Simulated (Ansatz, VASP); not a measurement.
## InSbN2 (CuAu-ordered zincblende type (invented)) in two plane-wave programs

Wanted: the spread between two codes on one cell, functional and k mesh. The cell is generated by rule, not measured, and may not be a known phase. The cell is taken from a series of runs on this material, whose earlier steps may have relaxed, scaled, displaced or heated it; both programs get it as it stands.

Method: plane waves, with VASP 6.6.1 beside it; relaxation of cell and atoms at PBEsol, in Ansatz 0.2.0.

**1. The structure**

The structure is tetragonal, space group P-4m2 (No. 115). Conventional cell: a = 3.734 Å, b = 3.734 Å, c = 4.772 Å, α = 90.00°, β = 90.00°, γ = 90.00°. Nearest to In lie 4 N at 2.23 Å. Nearest to Sb lie 4 N at 2.20 Å. Nearest to N lie 2 Sb at 2.20 Å and 2 In at 2.23 Å. Farther neighbours and most contacts between anions are not listed.

**2. Ansatz: relaxation of cell and atoms, PBEsol**

Ansatz runs on its default PAW (the set named soft_2) files.

The relaxed volume is the usual yardstick between codes: in a stiff, nearly cubic crystal its relative difference is about their pressure difference at one cell divided by the bulk modulus.

Contents of input.yaml:

```yaml
crystal:
  lattice:
    - [3.7335136095, 0.0, 0.0]
    - [0.0, 3.7335136095, 0.0]
    - [0.0, 0.0, 4.7723784997]
  atoms:
    - { symbol: In, position: [0.0, 0.0, 0.0] }
    - { symbol: Sb, position: [0.5, 0.5, 0.5] }
    - { symbol: "N", position: [0.0, 0.5, 0.2569329171] }
    - { symbol: "N", position: [0.5, 0.0, 0.7430670829] }
kpoints:
  mp_grid: { grid: [12, 12, 10] }
hamiltonian:
  xc: pbesol
scf:
  occupations: { method: gaussian, width: 0.1 }
output:
  forces: true
  stress: true
  eigenvalues: true
  write_density: true
  write_potential: true
  elf: true
  volumetric_format: npy
relax:
  adjacent_minimum: "off"
  f_tol: 0.005
  max_steps: 80
  cell: { stress_tol: 0.05 }
```

Run with:

```
> ansatz run input.yaml --threads 2 --pin off --max-ram 5120MiB --backend cpu --events-out ev --progress --plain --runs-dir out
```

Numbers of over 12 decimals in the logs are rounded to 6 here.

Output:

```text
Engine: ansatz 0.2.0, aarch64-unknown-linux-gnu
Pseudopotentials: kind: paw
Pseudopotential: In, paw, valence charge 13, recommended cutoff 420 eV (normal), In.paw.azcp
Pseudopotential: Sb, paw, valence charge 15, recommended cutoff 420 eV (normal), Sb.paw.azcp
Pseudopotential: N, paw, valence charge 5, recommended cutoff 420 eV (normal), N.paw.azcp
Functional definition: PBEsol
  exchange = pbesol_x
  correlation = pbesol_c
Crystal: 4 atoms, lattice volume = 66.523 Å³
Basis set: ecut = 420 eV, 1271 PW (Γ), exchange–correlation on 50×50×64 points (8 copies of the dense FFT grid, shifted against one another)
Bands: 23, of which v1, the nominal top of the filled ones, is band 19 counted from 1 (18 counted from 0)
Symmetry: 8 space group operations
Space group: P-4m2 (ITA 115), of the structure as read, at distance tolerance 4.1e-5 Å
k-points: 168 of 1440 (time reversal used)
Non-local potential: In, projectors of the file, l = 0: 2, l = 1: 2, l = 2: 2, l = 3: 2
Non-local potential: Sb, projectors of the file, l = 0: 2, l = 1: 2, l = 2: 2, l = 3: 2
Non-local potential: N, projectors of the file, l = 0: 2, l = 1: 2, l = 2: 1
PAW form: soft (Blöchl's): semilocal exchange-correlation on the pseudo side does not see the compensation charge
PAW frozen core: In, regenerated for the run's functional, and the local potential with it (the file was generated under x = pbe(κ = 0.804, μ = 0.219515), c = pbe(β = 0.066725))
PAW frozen core: Sb, regenerated for the run's functional, and the local potential with it (the file was generated under x = pbe(κ = 0.804, μ = 0.219515), c = pbe(β = 0.066725))
PAW frozen core: N, regenerated for the run's functional, and the local potential with it (the file was generated under x = pbe(κ = 0.804, μ = 0.219515), c = pbe(β = 0.066725))
PAW one-centre angular grid: In, 590 points (default); XC on 64 Gauss nodes
PAW one-centre angular grid: Sb, 590 points (default); XC on 64 Gauss nodes
PAW one-centre angular grid: N, 110 points (default); XC on 64 Gauss nodes
Initial density: superposition of atomic densities (neutral atoms: chi_scale 0, normalization atom), corrected by the library's trained network
Initial wavefunctions: pseudopotential atomic-orbital guess
Functional: x = pbesol(κ = 0.804, μ = 0.123457), c = pbesol(β = 0.046)
SCF iter   1: F=—  HF=-12688.567993 eV  |F-HF|=—  |Δ(HF+E_count)|=         —  Δρ=1.61e-2  dr2=2.04e-1  ethr=1.77e-3  ⟨swp⟩=5.7  Hψ=18913  notcnv=0
preconditioner: auto → Kerker (q_TF=auto, 2.485 Å⁻¹)  [metal: Δε(μ)=0.010 eV  Ē_g=12.535 eV  σ=0.100 eV  W_gap=0.05  n_scr=18 (ndim 8)  ℏωp=24.1 eV  f_vac=0.006  D(μ)=1.79/eV (n_scr^D=14)]
SCF iter   2: F=—  HF=-12688.530862 eV  |F-HF|=—  |Δ(HF+E_count)|=   3.71e-2  Δρ=7.14e-3  dr2=4.71e-2  ethr=5.37e-4  ⟨swp⟩=1.9  Hψ=5644  notcnv=0  defer=15
SCF iter   3: F=—  HF=-12688.521732 eV  |F-HF|=—  |Δ(HF+E_count)|=   9.13e-3  Δρ=1.39e-3  dr2=1.37e-3  ethr=1.24e-4  ⟨swp⟩=2.0  Hψ=5120  notcnv=0  defer=15
SCF iter   4: F=—  HF=-12688.521693 eV  |F-HF|=—  |Δ(HF+E_count)|=   3.86e-5  Δρ=5.61e-4  dr2=2.55e-4  ethr=3.61e-6  ⟨swp⟩=2.0  Hψ=7056  notcnv=0  defer=15
SCF iter   5: F=—  HF=-12688.521627 eV  |F-HF|=—  |Δ(HF+E_count)|=   6.57e-5  Δρ=1.96e-4  dr2=5.18e-5  ethr=6.72e-7  ⟨swp⟩=2.0  Hψ=7044  notcnv=0  defer=15
SCF iter   6: F=—  HF=-12688.521616 eV  |F-HF|=—  |Δ(HF+E_count)|=   1.12e-5  Δρ=8.73e-5  dr2=7.88e-6  ethr=1.36e-7  ⟨swp⟩=2.0  Hψ=5039  notcnv=0  defer=15
SCF iter   7: F=—  HF=-12688.521615 eV  |F-HF|=—  |Δ(HF+E_count)|=   1.13e-6  Δρ=2.00e-5  dr2=3.57e-7  ethr=2.07e-8  ⟨swp⟩=2.0  Hψ=4994  notcnv=0  defer=15
SCF iter   8: F=-12688.521615 eV  HF=-12688.521615 eV  |F-HF|=3.25e-9  |Δ(HF+E_count)|=   1.50e-7  Δρ=5.04e-6  dr2=2.90e-8  ethr=2.63e-10  ⟨swp⟩=10.1  Hψ=27329  notcnv=0
SCF 1 converged in 8 iterations: F = -12688.521615 eV  dr2 = 2.90e-8
  greatest PAW one-centre occupation: 0.997 electrons in one spin orbital (limit 2), on the Sb atom at site 1 (counted from 0), in its partial waves of l = 2
relax step   1: F+E_penalty+E_count = -12688.52161523 eV  Δ(F+E_penalty+E_count) = +0.000e0 eV  max|allowed force component| = 1.434e-1 eV/Å  Δτ_max = 0.0000 Å  P = -0.043 GPa  Ω = 66.523 Å³  (8 SCF iters, dr2 threshold 1.00e-7 eV, accepted)
[...]
relax step   3: F+E_penalty+E_count = -12688.52398481 eV  Δ(F+E_penalty+E_count) = +9.139e-6 eV  max|allowed force component| = 1.119e-3 eV/Å  Δτ_max = 0.0054 Å  P = -0.079 GPa  Ω = 66.602 Å³  energy of the carried Pulay correction = -1.699e-4 eV  (6 SCF iters, dr2 threshold 1.12e-7 eV, accepted)
[...]
relax step   4: F+E_penalty+E_count = -12688.52412514 eV  Δ(F+E_penalty+E_count) = -1.403e-4 eV  max|allowed force component| = 1.589e-3 eV/Å  Δτ_max = 0.0000 Å  P = +0.023 GPa  Ω = 66.542 Å³  energy of the carried Pulay correction = -4.060e-5 eV  (6 SCF iters, dr2 threshold 1.85e-8 eV, accepted)
[...]
relax step   5: F+E_penalty+E_count = -12688.52417781 eV  Δ(F+E_penalty+E_count) = -5.267e-5 eV  max|allowed force component| = 1.594e-3 eV/Å  Δτ_max = 0.0000 Å  P = +0.025 GPa  Ω = 66.542 Å³  stress off target by 3.57e-2 GPa  SCF on the basis re-selected at this cell (its energy is not comparable with the rows above)  (8 SCF iters)
basis re-selected at this cell: Δ(F+E_penalty+E_count) = -5.267e-5 eV, ΔP = +0.001 GPa vs the last step (what re-selecting the basis moved, of the pressure what is left beyond the Pulay correction that the steps carried, after the strain that the cell walked since its last selection, with what the two solves' SCF thresholds leave and, on support functions, any second-order correction that the steps lacked; it is no m [...]
SCF converged after 8 iterations
Free energy (F): -12688.524178 eV
Harris-Foulkes:  -12688.524178 eV  (|F-HF|=5.46e-12)
Internal energy: -12688.516300 eV  (E = F + TS)
E sigma→0 (E₀):  -12688.520239 eV
Entropy (-TS):   -0.007877 eV (-1.969 meV/atom)
Fermi energy:    11.206658 eV
--- Per-component energies (eV) ---
  E_band       = -159.955405
  E_kinetic    = 706.389698
  E_local      = -2973.613011  (includes V_loc(G=0)·N_el)
  E_nonlocal   = 828.357815
  E_hartree    = 1232.064262
  E_xc         = -468.099112
  E_vxc        = -346.193159  (∫ρ·V_xc dr)
  E_paw        = -8830.786805  (= ΣΔE_a)
  E_vpaw       = -839.025460  (= ΣTr[D̂ρ^β])
  E_aug_tail   = 0.000188  (compensation charges beyond the density's cutoff)
  E_ewald      = -3183.453293
  E_core_change = 0.623957  (= ΣΔE_core)
  E_smearing   = -0.007877  (= −TS)
  E_closure    = -0.000000  (closes the sum)
  Σ components = -12688.524178   (vs F -12688.524178, Δ=0.00e0)
--- Forces (eV/Å), atoms counted from 1 ---
  atom   1  In    -0.00000000     0.00000000    -0.00000000
  atom   2  Sb     0.00000000     0.00000000     0.00000000
  atom   3  N     -0.00000000     0.00000000     0.00159408
  atom   4  N     -0.00000000     0.00000000    -0.00159408
  max |Σ_I F_I| component: 5.90e-16 eV/Å
--- Stress (GPa, compression-positive) ---
        0.019556      -0.000000      -0.000000
       -0.000000       0.019556      -0.000000
       -0.000000      -0.000000       0.035655
  P = ⅓ Tr σ = 0.0249 GPa (0.249 kbar)
--- Band table (eV; the first three rows and the last of 168) ---
  k-point 0: bands = [... 15 lower, 7.0981, 8.3080, 8.3080, 8.5854, 10.0451, 11.9645, 15.3377, 15.3377]
  k-point 1: bands = [... 15 lower, 6.8589, 8.2408, 8.2408, 8.8371, 10.1158, 11.9948, 15.3542, 15.3542]
  k-point 2: bands = [... 15 lower, 6.3908, 8.0547, 8.0547, 9.3266, 10.3151, 12.0852, 15.1523, 15.4021]
  k-point 167: bands = [... 15 lower, 5.4119, 5.4119, 5.8977, 12.4244, 13.2817, 13.2817, 14.7796, 15.9795]
--- Relaxed structure (4 steps of the walk, 4 accepted, 1 SCFs on fresh bases) ---
  F+E_penalty+E_count = -12688.52417781 eV   max|allowed force component| = 1.594e-3 eV/Å   (the final SCF, on the basis selected at the relaxed cell)
  cell:  # Å, volume = 66.5416 Å³
    - [3.728755, 0.0, 0]
    - [0.0, 3.728755, 0.0]
    - [0, 0.0, 4.785923]
  atoms:
    - { symbol: In, position: [0, 0.0, 0] }
    - { symbol: Sb, position: [0.500000, 0.500000, 0.5] }
    - { symbol: N, position: [0, 0.500000, 0.253259] }
    - { symbol: N, position: [0.500000, 0.0, 0.746741] }
```

The column dr2 measures how far the density is from self-consistency, as an energy; F and HF (Harris–Foulkes) agree once it is small.

**3. VASP: relaxation of cell and atoms, PBEsol**

The same cell, functional, mesh and smearing now go to VASP, with its own data sets.

Lines of VASP's logs that name or quote its potential files are left out, and so is its time.

Contents of INCAR:

```
SYSTEM = InSbN2
PREC = Accurate
ENCUT = 600
EDIFF = 1E-07
NELM = 120
ISMEAR = 0
SIGMA = 0.1
LREAL = .FALSE.
ALGO = Normal
GGA = PS
NBANDS = 20
LORBIT = 11
LWAVE = .FALSE.
LCHARG = .FALSE.
ISIF = 3
IBRION = 2
NSW = 80
EDIFFG = -0.005
LASPH = .TRUE.
GGA_COMPAT = .FALSE.
NELMIN = 4
KPAR = 2
```

Contents of POSCAR:

```
InSbN2
1.0
    3.7335140000      0.0000000000      0.0000000000
    0.0000000000      3.7335140000      0.0000000000
    0.0000000000      0.0000000000      4.7723780000
In Sb N
1 1 2
Direct
    0.0000000000      0.0000000000      0.0000000000
    0.5000000000      0.5000000000      0.5000000000
    0.0000000000      0.5000000000      0.2569329169
    0.5000000000      0.0000000000      0.7430670831
```

Contents of KPOINTS:

```
Automatic mesh
0
Gamma
12 12 10
0 0 0
```

The projector-augmented-wave data sets are In_d, Sb and N (PBE family, release 64).

Run with:

```
> mpirun -np 2 vasp_std
```

Output:

```text
[banner, memory and clock lines left out]
running    2 mpi-ranks, on    1 nodes
 distrk:  each k-point on    1 cores,    2 groups
 distr:  one band on    1 cores,    1 groups

 POSCAR found type information on POSCAR InSbN
 POSCAR found :  3 types and       4 ions
|                                                                             |
|               ----> ADVICE to this user running VASP <----                  |
|                                                                             |
|     You enforced a specific xc type in the INCAR file but a different       |
|     [... a line on the potential file left out ...]
|     I HOPE YOU KNOW WHAT YOU ARE DOING!                                     |
|                                                                             |

 LDA part: xc-table for (Slater+PW92), standard interpolation
 POSCAR, INCAR and KPOINTS ok, starting setup
 FFT: planning ... GRIDC
 FFT: planning ... GRID_SOFT
 FFT: planning ... GRID
 WAVECAR not read
 entering main loop
       N       E                     dE             d eps       ncg     rms          rms(c)
DAV:   1     0.253917311816E+03    0.25392E+03   -0.13830E+04  6744   0.169E+03
DAV:   2     0.710052865201E+01   -0.24682E+03   -0.23641E+03  7308   0.409E+02
DAV:   3    -0.249662801161E+02   -0.32067E+02   -0.30845E+02  8632   0.138E+02
DAV:   4    -0.265935479616E+02   -0.16273E+01   -0.15992E+01  8016   0.312E+01
DAV:   5    -0.266557712872E+02   -0.62223E-01   -0.62117E-01  9548   0.634E+00    0.123E+01
DAV:   6    -0.230946709725E+02    0.35611E+01   -0.21968E+01 10312   0.465E+01    0.804E+00
DAV:   7    -0.229275939330E+02    0.16708E+00   -0.18454E+00  7744   0.131E+01    0.297E+00
DAV:   8    -0.228987653064E+02    0.28829E-01   -0.30532E-01  8444   0.389E+00    0.944E-01
DAV:   9    -0.228855940284E+02    0.13171E-01   -0.39650E-02  9992   0.249E+00    0.358E-01
DAV:  10    -0.228848344416E+02    0.75959E-03   -0.68030E-03  9732   0.870E-01    0.808E-02
DAV:  11    -0.228848571841E+02   -0.22742E-04   -0.53918E-04  7732   0.221E-01    0.834E-02
DAV:  12    -0.228848486654E+02    0.85188E-05   -0.96598E-05  9524   0.104E-01    0.213E-02
DAV:  13    -0.228848449615E+02    0.37039E-05   -0.25724E-05 10236   0.351E-02    0.668E-03
DAV:  14    -0.228848447307E+02    0.23079E-06   -0.17449E-06  7764   0.133E-02    0.733E-03
DAV:  15    -0.228848443038E+02    0.42691E-06   -0.56872E-07  8244   0.635E-03    0.369E-03
DAV:  16    -0.228848441387E+02    0.16505E-06   -0.11679E-07  4560   0.318E-03    0.613E-04
DAV:  17    -0.228848441455E+02   -0.68317E-08   -0.40022E-08  4176   0.190E-03
   1 F= -.22884844E+02 E0= -.22880554E+02  d E =-.228848E+02
[...]
2 F= -.22886217E+02 E0= -.22882017E+02  d E =-.137265E-02
[...]
3 F= -.22886901E+02 E0= -.22882855E+02  d E =-.205698E-02
[...]
4 F= -.22886909E+02 E0= -.22882918E+02  d E =-.783072E-05
[...]
5 F= -.22886962E+02 E0= -.22882944E+02  d E =-.613092E-04
[...]
6 F= -.22886962E+02 E0= -.22882945E+02  d E =-.613691E-04
 curvature:  -0.37 expect dE=-0.541E-05 dE for cont linesearch -0.208E-07
 ZBRENT: accuracy reached
 trial: gam= 0.09468 g(F)=  0.133E-06 g(S)=  0.144E-04 ort =-0.344E-05 (trialstep = 0.115E+01)
 search vector abs. value=  0.158E-04
 bond charge predicted
       N       E                     dE             d eps       ncg     rms          rms(c)
DAV:   1    -0.228869968417E+02   -0.34282E-04   -0.14521E-03  8328   0.318E-01    0.303E-02
DAV:   2    -0.228869838908E+02    0.12951E-04   -0.22782E-05  9984   0.588E-02    0.181E-02
DAV:   3    -0.228869771086E+02    0.67822E-05   -0.52803E-06  9276   0.434E-02    0.419E-03
DAV:   4    -0.228869768842E+02    0.22436E-06   -0.11299E-06  9388   0.106E-02    0.416E-03
DAV:   5    -0.228869768755E+02    0.87039E-08   -0.38424E-08  3944   0.221E-03
   7 F= -.22886977E+02 E0= -.22882958E+02  d E =-.143823E-04
 ZBRENT: can't locate minimum, use default step
 trial-energy change:   -0.000014  1 .order   -0.000014   -0.000016   -0.000013
 step:   4.6134(harm=  5.0723)  dis= 0.00010  next Energy=   -22.886998 (dE=-0.359E-04)
 reached required accuracy - stopping structural energy minimisation
```

(Continued in part 2 of 2.)

[Lines on the potential files, build, host, timing and source positions are cut from VASP's logs without a mark.]

[Logs are printed without paths, hosts, clocks, repeated set-up lines and the standing remarks that a program may print on its own settings, such as how far it seeks lower states.]

[Hosts, paths, dates, database ids (printed as entryN), source tags and the programs' standing remarks are cut or masked in the printed files.]
